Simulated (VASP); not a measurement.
Input of a VASP 6.6.1 run:

Contents of INCAR:

```
SYSTEM = TaAlO3
PREC = Accurate ; ENCUT = 520
EDIFF = 1E-6 ; ISMEAR = 0
SIGMA = 0.1 ; LREAL = .FALSE.
LASPH = .TRUE. ; NELM = 150
ALGO = Normal ; ISIF = 2
LWAVE = .FALSE. ; LCHARG = .FALSE.
METAGGA = R2SCAN ; LMIXTAU = .TRUE.
KPAR = 4
```

The input KPOINTS:

```
regular mesh
0
G
  12 12 4
  0 0 0
```

Contents of POSCAR:

```
TaAlO3
1.0
    3.0365990000      0.0000000000      0.0000000000
   -1.5182990000      2.6297720000      0.0000000000
    0.0000000000      0.0000000000     13.1538600000
Ta Al O
2 2 6
Direct
    0.0000000000      0.0000000000      0.5000000000
    0.0000000000      0.0000000000      0.0000000000
    0.3333330000      0.6666670000      0.2500000000
    0.6666670000      0.3333330000      0.7500000000
    0.3333330000      0.6666670000      0.1006530000
    0.3333330000      0.6666670000      0.3993470000
    0.0000000000      0.0000000000      0.2500000000
    0.6666670000      0.3333330000      0.8993470000
    0.6666670000      0.3333330000      0.6006530000
    0.0000000000      0.0000000000      0.7500000000
```

Potentials or basis: VASP PAW PBE potentials, release 64 (Ta_pv, Al, O).

Command:

```console
$ cat potpaw_PBE.64/Ta_pv/POTCAR potpaw_PBE.64/Al/POTCAR potpaw_PBE.64/O/POTCAR > POTCAR
$ mpirun -np 4 vasp_std > vasp.out
```

Q: What does it give for the largest force?

A: 0.030 eV/Å.

Q: Estimate the pressure.

A: -5.8 GPa.

Forces in eV/Å, atoms in the order of the input:
```
Ta   0.000  0.000  0.000
Ta   0.000  0.000  0.000
Al   0.000  0.000  0.000
Al   0.000  0.000  0.000
O    0.000  0.000  0.030
O    0.000  0.000 -0.030
O    0.000  0.000  0.000
O    0.000  0.000 -0.030
O    0.000  0.000  0.030
O    0.000  0.000  0.000
```

Caveat: the PAW data sets were made with another functional, which shifts forces and pressure a little. The run has no spin-orbit coupling, so splittings on Ta are missing.
